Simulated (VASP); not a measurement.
```xyz
2
Lattice="3.5174 0.0000 0.0000 0.0000 3.5174 0.0000 0.0000 0.0000 3.5174" Properties=species:S:1:pos:R:3 pbc="T T T"
Zn     1.7587     1.7587     1.7587
Y      0.0000     0.0000     0.0000
```

Calculation: PBEsol GGA, VASP's PBE PAW potentials (set 64) (plane waves; VASP). Numerical set-up: 400 eV cut-off, Gaussian smearing of 0.050 eV, potentials Zn Y_sv.

Question: Estimate the band gap (along the path) with the smallest direct gap where there is one.

Answer: 
| Property | Result |
|---|---|
| band gap (along the path) | none (metal, semimetal or under 0.01 eV) |

The structure comes from a measured YZn entry (Pm-3m) of the Crystallography Open Database, whose conditions weren't checked. It was relaxed first. The electron count is odd and the run is not spin-polarised, which forces a metal.
